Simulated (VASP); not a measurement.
Energy against volume of TiB2 (AlB2 type). These are optB88-vdW, VASP's PBE PAW potentials (set 64) (plane waves; VASP) values and carry that method's errors. Numerical set-up: 520 eV cut-off, 12×12×9 Γ-centred mesh, first-order Methfessel-Paxton smearing of 0.10 eV, potentials Ti_sv B.

Shape and ions are relaxed at each volume.

```
V (Å³/atom)  E (eV/atom)
-----------  -----------
8.060           -6.60344
8.317           -6.62400
8.574           -6.63064
8.831           -6.62527
```

Fit these four points and predict the energy of the run at 9.089 Å³/atom.

A cubic in V^(−2/3), the third-order Birch-Murnaghan form, passes through the four points with V0 = 8.58 Å³/atom and B0 = 248 GPa, and gives -6.6095 eV/atom there. The run gave -6.6095 eV/atom, -0.1 meV/atom from the fit; all five points give B0 = 248 GPa.

The compound is TiB2 in the AlB2 type structure. It was relaxed first.
